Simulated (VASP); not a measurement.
Here is the system:

```
CELL_PARAMETERS angstrom
      0.00000     2.98235     2.98235
      2.98235     0.00000     2.98235
      2.98235     2.98235     0.00000
ATOMIC_POSITIONS crystal
  Ca 0.00000 0.00000 0.00000
  Se 0.50000 0.50000 0.50000
```

Computed with modified Becke-Johnson potential (mBJ), VASP's PBE PAW potentials (set 64) (plane waves; VASP). Settings: 520 eV cut-off, 6×6×6 Γ-centred mesh, Gaussian smearing of 0.050 eV, potentials Ca_sv Se.

mBJ is a potential without an energy functional, so only the levels count.

Estimate the band gap (over mesh and band path) with the smallest direct gap where there is one.

* **band gap (over mesh and band path)**: 2.92 eV
* **smallest direct gap (over mesh and band path)**: 3.73 eV

Only differences to runs with the same potentials and settings are physical.

The compound is CaSe in the rock salt structure. It was relaxed first. The cell's shape comes from a PBE relaxation.
